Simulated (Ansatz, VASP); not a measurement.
Two plane-wave programs on BiPt3

```
Bi Pt
1.0
     4.18649    0.00000    0.00000
     0.00000    4.18649    0.00000
     0.00000    0.00000    4.18649
Bi Pt
1 3
Direct
  0.00000 0.00000 0.00000
  0.00000 0.50000 0.50000
  0.50000 0.00000 0.50000
  0.50000 0.50000 0.00000
```

The cell comes from a database or a generator and needn't be the stable form of this composition.

Alike in both runs: task single point; functional PBE; k mesh 5 × 5 × 5; occupations methfessel-paxton of order 1, width 0.025 eV; no spin polarisation.

|  | VASP | Ansatz |
| --- | --- | --- |
| version | VASP 6.6.1 | Ansatz 0.2.0 |
| potentials or method | VASP PAW PBE potentials, release 64 (Bi_d, Pt) | plane waves, PAW |
| plane-wave cutoff (eV) | 520 | 420 |
| valence electrons in the cell | 45 | 69 |

|  | VASP | Ansatz | Ansatz less VASP |
| --- | --- | --- | --- |
| pressure (GPa) | -1.4 | -1.2 | +0.15 |

With one functional, cell and mesh, what is left measures potentials, basis and numerics. The two sets of potentials don't hold the same shells in valence.
